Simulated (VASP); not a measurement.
Level of theory: vdW-DF2, VASP's PBE PAW potentials (set 64) (plane waves; VASP).

VASP ran on this input.

INCAR:
```
LCHARG = .False.
ZAB_VDW = -1.8867
ALGO = Normal   # blocked Davidson
LUSE_VDW = .True.
SIGMA = 0.1   # width (eV)
PREC = Accurate
LREAL = .False.
EDIFF = 1E-7
AGGAC = 0.0
NELM = 100
LASPH = .True.   # aspherical one-centre terms
SYSTEM = GaSb
ISIF = 2
LMAXMIX = 4   # l cut-off of mixed one-centre charges
LWAVE = .False.
GGA = ML
ISMEAR = 1
ENCUT = 520
```

KPOINTS:
```
Automatic mesh
0
G
10 10 10
0 0 0
```

### POSCAR
```
GaSb
1
    0.0000000000     3.2068187291     3.2068187291
    3.2068187291     0.0000000000     3.2068187291
    3.2068187291     3.2068187291     0.0000000000
Ga Sb
1 1
Direct
  0.0000000000   0.0000000000   0.0000000000
  0.2500000000   0.2500000000   0.2500000000
```

POTCAR, in this order: Ga_d Sb (PBE.64 set). Program: vasp_std.

Q: What will the output report for the number of irreducible k-points (NKPTS), largest plane-wave count, number of space-group operations, FFT grid (NGX, NGY, NGZ)?

A: 
- number of irreducible k-points (NKPTS) = 47
- largest plane-wave count = 1807
- number of space-group operations = 24
- FFT grid (NGX, NGY, NGZ) = 36 × 36 × 36

The compound is GaSb in the zinc blende structure. It was relaxed first, which changed the volume by +16 %.
